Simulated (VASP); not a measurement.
**VASP inputs for KSrCl3 (strained cubic perovskite)**

INCAR

```
NELM = 120
LWAVE = .FALSE.
EDIFF = 1E-7
NSW = 0
ISMEAR = -1
ISIF = 2
ENCUT = 520
LASPH = .TRUE.
PREC = Accurate
LREAL = .FALSE.
IBRION = -1
LCHARG = .FALSE.
SIGMA = 0.02
NBANDS = 28
GGA = PE
```

KPOINTS

```
KPOINTS created by Atomic Simulation Environment
0
Gamma
4 4 4
0 0 0
```

KPOINTS_OPT

```
special points
4
Reciprocal
0.0000000000 0.0000000000 0.0000000000 1
0.0000000000 0.5000000000 0.0000000000 1
0.5000000000 0.5000000000 0.0000000000 1
0.5000000000 0.5000000000 0.5000000000 1
```

POSCAR

```
K  Sr Cl
 1.0000000000000000
     5.7207431412999998    0.0000000000000000    0.0000000000000000
     0.0000000000000000    5.7207431412999998    0.0000000000000000
     0.0000000000000000    0.0000000000000000    5.6187937929000000
 K   Sr  Cl
   1   1   3
Cartesian
  0.0000000000000000  0.0000000000000000  0.0000000000000000
  2.8603715706499999  2.8603715706499999  2.8093968964499996
  2.8603715706499999  2.8603715706499999  0.0000000000000000
  2.8603715706499999  0.0000000000000000  2.8093968964499996
  0.0000000000000000  2.8603715706499999  2.8093968964499996
```

VASP ran with the recommended PBE PAW datasets (40 valence electrons in the cell).

Problem. Estimate the main results of this run.

Solution. gap between bands v and c 4.43 eV; least direct gap 4.64 eV; pressure 0.0 GPa.

Band v is the last that the valence electrons fill when counted band by band, and c is the next. Levels in eV from the top of v:

```json
{"point": "Γ", "v−1": "-0.22", "v": "-0.21", "c": "4.43", "c+1": "6.09"}
{"point": "X", "v−1": "-0.29", "v": "-0.27", "c": "5.94", "c+1": "6.30"}
{"point": "M", "v−1": "-0.62", "v": "-0.02", "c": "6.64", "c+1": "7.24"}
{"point": "R", "v−1": "0.00", "v": "0.00", "c": "6.02", "c+1": "7.25"}
```
